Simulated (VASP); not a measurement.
Input:

```yaml
crystal:
  lattice:
    - [0.00000, 3.16000, 3.16000]
    - [3.16000, 0.00000, 3.16000]
    - [3.16000, 3.16000, 0.00000]
  atoms:
    - { symbol: Sn, position: [0.00000, 0.00000, 0.00000] }
    - { symbol: Te, position: [0.50000, 0.50000, 0.50000] }
```
Cell charge +0.1.

These are PBE GGA, VASP's PBE PAW potentials (set 64) (plane waves; VASP 6.6.1) values and carry that method's errors. Numerical set-up: NELECT = 19.9, 400 eV cut-off, 7×7×7 Γ-centred mesh, Gaussian smearing of 0.050 eV, potentials Sn_d Te.

The cell is charged, with a uniform compensating background. Unless said otherwise, spin-orbit coupling is left out, though it shifts the bands of the heavy elements here.

Task: Estimate the energy per atom (σ→0), pressure, band gap (on the k-mesh) with the smallest direct gap where there is one.

Result: 
```yaml
band gap (on the k-mesh): none (metal, semimetal or under 0.01 eV)
energy per atom (σ→0): -4.103 eV/atom
pressure: -1.57 GPa
```

The absolute energy has meaning only against runs of the same code, potentials and settings.

The compound is SnTe in the rock salt structure, which distorts at low temperature. The cell was not relaxed at this level. The run is one of a series of settings (NELECT = 19.9 against the base run), some of them coarse on purpose.
